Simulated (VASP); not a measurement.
VASP ran on this input.

**KPOINTS**
```
Automatic mesh
0
Gamma
5 5 5
0 0 0
```

**INCAR**
```
# general
SYSTEM  =  Be2C
PREC    =  Accurate
ENCUT   =  400
LREAL   =  F   # projection in real space or not
LASPH   =  T

# electronic loop
EDIFF   =  1E-6   # SCF stop (eV)
NELM    =  100   # most electronic steps
ALGO    =  Normal

# smearing
ISMEAR  =  -1
SIGMA   =  0.05

# functional
GGA     =  PE

# ions
ISIF    =  2   # forces and stress, cell fixed

# output
LWAVE   =  F
LCHARG  =  F
```

File POSCAR:
```
Be2C
1
    0.0000000000     2.1700000000     2.1700000000
    2.1700000000     0.0000000000     2.1700000000
    2.1700000000     2.1700000000     0.0000000000
Be C
2 1
Direct
  0.2500000000   0.2500000000   0.2500000000
  0.7500000000   0.7500000000   0.7500000000
  0.0000000000   0.0000000000   0.0000000000
```

POTCAR, in this order: Be C (PBE.64 set). Program: vasp_std.

### Question
Translate this PBE calculation to Ansatz.

### Answer
One equivalent input (not run):
Ansatz 0.2 input:
```yaml
crystal:
  lattice:
    - [0.0000000, 2.1700000, 2.1700000]
    - [2.1700000, 0.0000000, 2.1700000]
    - [2.1700000, 2.1700000, 0.0000000]
  atoms:
    - { symbol: Be, position: [0.2500000, 0.2500000, 0.2500000] }
    - { symbol: Be, position: [0.7500000, 0.7500000, 0.7500000] }
    - { symbol: C, position: [0.0000000, 0.0000000, 0.0000000] }
kpoints:
  mp_grid: { grid: [5, 5, 5] }
hamiltonian:
  xc: pbe
  pseudopotentials: { kind: paw }
scf:
  occupations: { method: fermi_dirac, width: 0.05 }
  max_iter: 100
output: { forces: true, stress: true, eigenvalues: true }
```
What does not carry over: each code has its own PAW files, so the cut-off isn't converted (ENCUT is set for VASP's; basis.ecutwfc is left out, and Ansatz then takes the one that its files recommend); Ansatz stops its SCF on the density residual and VASP on the energy change (EDIFF).

The structure is a typed Be2C crystal (Fm-3m). The cell was not relaxed at this level. The k-mesh is coarse (spacing up to 0.50 per Å, 2π included), so the numbers may not be converged in it. The run is one of a series of settings (KPOINTS 5×5×5 Γ-centred mesh against the base run), some of them coarse on purpose.
